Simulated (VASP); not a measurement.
```yaml
crystal:
  lattice:
    - [3.33006, 0.00000, 0.00000]
    - [-1.66503, 2.88392, 0.00000]
    - [0.00000, 0.00000, 3.24997]
  atoms:
    - { symbol: Ru, position: [0.00000, 0.00000, 0.00000] }
    - { symbol: Se, position: [0.66667, 0.33333, 0.50000] }
```

These are PBE GGA, VASP's PBE PAW potentials (set 64) (plane waves; VASP) values and carry that method's errors. Run with 400 eV cut-off, 10×10×9 Γ-centred mesh, Gaussian smearing of 0.050 eV, potentials Ru_pv Se.

### Question
Give the stress tensor in GPa (positive for a compressed cell).

### Answer

```
11.10   0.00   0.00
 0.00  11.10   0.00
 0.00   0.00  14.52
```
The pressure is its mean diagonal, 12.24 GPa.

The structure was generated: RuSe was put into the WC type (P-6m2), which need not be its known phase. The cell was not relaxed at this level. The run is one of a series of settings (KPOINTS 10×10×9 Γ-centred mesh against the base run), some of them coarse on purpose.
